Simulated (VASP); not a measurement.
A convergence study with VASP on Pt (fcc): a few settings are varied, all else stays as given below, so the limit is that of these other settings.

```
CELL_PARAMETERS angstrom
      0.00000     1.96000     1.96000
      1.96000     0.00000     1.96000
      1.96000     1.96000     0.00000
ATOMIC_POSITIONS crystal
  Pt 0.00000 0.00000 0.00000
```

Calculation: PBE GGA, VASP's PBE PAW potentials (set 64) (plane waves; VASP). The last row used: 550 eV cut-off, 24×24×24 Γ-centred mesh, second-order Methfessel-Paxton smearing of 0.40 eV, potentials Pt.

```json
[
 {"setting": "ISMEAR = -1, SIGMA = 0.01, 9×9×9 mesh", "E (eV/atom)": "-6.1121", "pressure (GPa)": "9.45", "irreducible k-points": "35"},
 {"setting": "ISMEAR = -1, SIGMA = 0.2, 9×9×9 mesh", "E (eV/atom)": "-6.1206", "pressure (GPa)": "10.84", "irreducible k-points": "35"},
 {"setting": "ISMEAR = 0, SIGMA = 0.01, 9×9×9 mesh", "E (eV/atom)": "-6.1120", "pressure (GPa)": "9.45", "irreducible k-points": "35"},
 {"setting": "ISMEAR = 0, SIGMA = 0.2, 9×9×9 mesh", "E (eV/atom)": "-6.1109", "pressure (GPa)": "9.80", "irreducible k-points": "35"},
 {"setting": "ISMEAR = 1, SIGMA = 0.01, 9×9×9 mesh", "E (eV/atom)": "-6.1120", "pressure (GPa)": "9.45", "irreducible k-points": "35"},
 {"setting": "ISMEAR = 1, SIGMA = 0.2, 9×9×9 mesh", "E (eV/atom)": "-6.1110", "pressure (GPa)": "9.46", "irreducible k-points": "35"},
 {"setting": "ISMEAR = 2, SIGMA = 0.01, 9×9×9 mesh", "E (eV/atom)": "-6.1120", "pressure (GPa)": "9.45", "irreducible k-points": "35"},
 {"setting": "ISMEAR = 2, SIGMA = 0.2, 9×9×9 mesh", "E (eV/atom)": "-6.1116", "pressure (GPa)": "9.42", "irreducible k-points": "35"},
 {"setting": "ISMEAR = -1, SIGMA = 0.05, 18×18×18 mesh", "E (eV/atom)": "-6.0781", "pressure (GPa)": "10.00", "irreducible k-points": "195"},
 {"setting": "ISMEAR = -1, SIGMA = 0.2, 18×18×18 mesh", "E (eV/atom)": "-6.0945", "pressure (GPa)": "11.21", "irreducible k-points": "195"},
 {"setting": "ISMEAR = 0, SIGMA = 0.05, 18×18×18 mesh", "E (eV/atom)": "-6.0776", "pressure (GPa)": "9.88", "irreducible k-points": "195"},
 {"setting": "ISMEAR = 0, SIGMA = 0.2, 18×18×18 mesh", "E (eV/atom)": "-6.0792", "pressure (GPa)": "10.19", "irreducible k-points": "195"},
 {"setting": "ISMEAR = 1, SIGMA = 0.05, 18×18×18 mesh", "E (eV/atom)": "-6.0775", "pressure (GPa)": "9.86", "irreducible k-points": "195"},
 {"setting": "ISMEAR = 1, SIGMA = 0.2, 18×18×18 mesh", "E (eV/atom)": "-6.0778", "pressure (GPa)": "9.90", "irreducible k-points": "195"},
 {"setting": "ISMEAR = 2, SIGMA = 0.05, 18×18×18 mesh", "E (eV/atom)": "-6.0775", "pressure (GPa)": "9.87", "irreducible k-points": "195"},
 {"setting": "ISMEAR = 2, SIGMA = 0.2, 18×18×18 mesh", "E (eV/atom)": "-6.0778", "pressure (GPa)": "9.86", "irreducible k-points": "195"},
 {"setting": "ISMEAR = -1, SIGMA = 0.05, 24×24×24 mesh", "E (eV/atom)": "-6.0810", "pressure (GPa)": "10.00", "irreducible k-points": "413"},
 {"setting": "ISMEAR = -1, SIGMA = 0.4, 24×24×24 mesh", "E (eV/atom)": "-6.1388", "pressure (GPa)": "13.50", "irreducible k-points": "413"},
 {"setting": "ISMEAR = 0, SIGMA = 0.05, 24×24×24 mesh", "E (eV/atom)": "-6.0801", "pressure (GPa)": "9.89", "irreducible k-points": "413"},
 {"setting": "ISMEAR = 0, SIGMA = 0.4, 24×24×24 mesh", "E (eV/atom)": "-6.0894", "pressure (GPa)": "10.82", "irreducible k-points": "413"},
 {"setting": "ISMEAR = 1, SIGMA = 0.05, 24×24×24 mesh", "E (eV/atom)": "-6.0799", "pressure (GPa)": "9.86", "irreducible k-points": "413"},
 {"setting": "ISMEAR = 1, SIGMA = 0.4, 24×24×24 mesh", "E (eV/atom)": "-6.0828", "pressure (GPa)": "10.07", "irreducible k-points": "413"},
 {"setting": "ISMEAR = 2, SIGMA = 0.05, 24×24×24 mesh", "E (eV/atom)": "-6.0799", "pressure (GPa)": "9.85", "irreducible k-points": "413"},
 {"setting": "ISMEAR = 2, SIGMA = 0.4, 24×24×24 mesh", "E (eV/atom)": "-6.0823", "pressure (GPa)": "9.95", "irreducible k-points": "413"}
]
```

Left out are rungs that failed or repeat a setting and relaxations that didn't move; long series are thinned to 24 rows.

The compound is Pt in the fcc structure. The cell was not relaxed at this level.
